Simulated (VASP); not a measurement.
Method: r2SCAN meta-GGA, VASP's PBE PAW potentials (set 64) (plane waves; VASP).

A VASP calculation is set up with these files.

### INCAR
```
ENCUT = 520   ! plane-wave cut-off (eV)
NELM = 100
ALGO = Normal
LMIXTAU = .True.
LWAVE = .False.
LCHARG = .False.
EDIFF = 1E-6   ! SCF stop (eV)
ISMEAR = 0   ! Gaussian
NSW = 60   ! most ionic steps
LMAXMIX = 4
ISIF = 3
PREC = Accurate
IBRION = 2   ! conjugate gradients
EDIFFG = -0.02
LREAL = .False.
SIGMA = 0.05
METAGGA = R2SCAN
SYSTEM = Se
LASPH = .True.
```

POSCAR:
```
Se
1.0
  2.2522194233  -3.9009584557   0.0000000000
  2.2522194233   3.9009584557   0.0000000000
  0.0000000000   0.0000000000   4.9879142447
Se
3
Cartesian
  0.4893510079   0.8475808050   3.3252778258
  3.5257368309  -0.0000000000   0.0000000000
  0.4893510079  -0.8475808050   1.6626364189
```

### KPOINTS
```
Automatic mesh
0
Gamma
5 5 4
0 0 0
```

POTCAR, in this order: Se (PBE.64 set). Program: vasp_std.

The run wrote:

File OSZICAR:
```
       N       E                     dE             d eps       ncg     rms          rms(c)
DAV:   1     0.560326131192E+02    0.56033E+02   -0.74313E+03   442   0.117E+03
DAV:   2    -0.395424917248E+02   -0.95575E+02   -0.90772E+02   568   0.179E+02
DAV:   3    -0.464185355207E+02   -0.68760E+01   -0.68202E+01   517   0.556E+01
DAV:   4    -0.464918541789E+02   -0.73319E-01   -0.73107E-01   522   0.653E+00
DAV:   5    -0.464925225866E+02   -0.66841E-03   -0.66837E-03   557   0.623E-01    0.696E+00
DAV:   6    -0.438327441848E+02    0.26598E+01   -0.35051E-01   442   0.574E+00    0.488E+00
DAV:   7    -0.413510358310E+02    0.24817E+01   -0.14149E+00   467   0.802E+00    0.179E+00
DAV:   8    -0.425780743540E+02   -0.12270E+01   -0.35243E-01   452   0.505E+00    0.586E-01
DAV:   9    -0.427981053638E+02   -0.22003E+00   -0.20320E-01   442   0.381E+00    0.313E-01
DAV:  10    -0.429221040657E+02   -0.12400E+00   -0.10261E-01   452   0.345E+00    0.117E-01
DAV:  11    -0.429247319011E+02   -0.26278E-02   -0.13911E-03   542   0.392E-01    0.709E-02
DAV:  12    -0.429263652352E+02   -0.16333E-02   -0.10388E-03   462   0.357E-01    0.218E-02
DAV:  13    -0.429262735822E+02    0.91653E-04   -0.39344E-04   467   0.250E-01    0.159E-02
DAV:  14    -0.429264832031E+02   -0.20962E-03   -0.30160E-05   497   0.656E-02    0.118E-02
DAV:  15    -0.429266188781E+02   -0.13567E-03   -0.36582E-05   462   0.660E-02    0.693E-03
DAV:  16    -0.429266679662E+02   -0.49088E-04   -0.36245E-05   457   0.757E-02    0.221E-03
DAV:  17    -0.429266699707E+02   -0.20045E-05   -0.39020E-06   492   0.220E-02    0.103E-03
DAV:  18    -0.429266713478E+02   -0.13771E-05   -0.11116E-06   321   0.130E-02    0.722E-04
DAV:  19    -0.429266715454E+02   -0.19759E-06   -0.21144E-07   281   0.533E-03
   1 F= -.42926672E+02 E0= -.42926672E+02  d E =-.429267E+02
```

File OUTCAR:
```
------------------------ aborting loop because EDIFF is reached ----------------------------------------
  FORCE on cell =-STRESS in cart. coord.  units (eV):
  Direction    XX          YY          ZZ          XY          YZ          ZX
  --------------------------------------------------------------------------------------
  Total       -0.0009990     -0.0009990      0.0135882      0.0000000     -0.0000000      0.0000000
  in kB       -0.0182625     -0.0182625      0.2483943      0.0000000     -0.0000000      0.0000000
  external PRESSURE =       0.0706231 kB  Pullay stress =       0.0000000 kB
  volume of cell :       87.65
      direct lattice vectors                 reciprocal lattice vectors
     2.252219423 -3.900958456  0.000000000     0.222003236 -0.128173629  0.000000000
     2.252219423  3.900958456  0.000000000     0.222003236  0.128173629  0.000000000
     0.000000000  0.000000000  4.987914245     0.000000000  0.000000000  0.200484602
 POSITION                                       TOTAL-FORCE (eV/Angst)
 -----------------------------------------------------------------------------------
      0.48935      0.84758      3.32528         0.002258      0.003912     -0.000000
      3.52574      0.00000      0.00000        -0.004517      0.000000     -0.000000
      0.48935     -0.84758      1.66264         0.002258     -0.003912      0.000000
 -----------------------------------------------------------------------------------
    total drift:                               -0.000197     -0.000447      0.000007
  FREE ENERGIE OF THE ION-ELECTRON SYSTEM (eV)
  ---------------------------------------------------
  free  energy   TOTEN  =       -42.9266715454 eV

  energy  without entropy=      -42.9266715454  energy(sigma->0) =      -42.92667155

 reached required accuracy - stopping structural energy minimisation
```
(Selected blocks of OUTCAR.)

The compound is Se in the trig structure. It was relaxed first, which changed the volume by +7 %. The start is the result of an earlier pass.
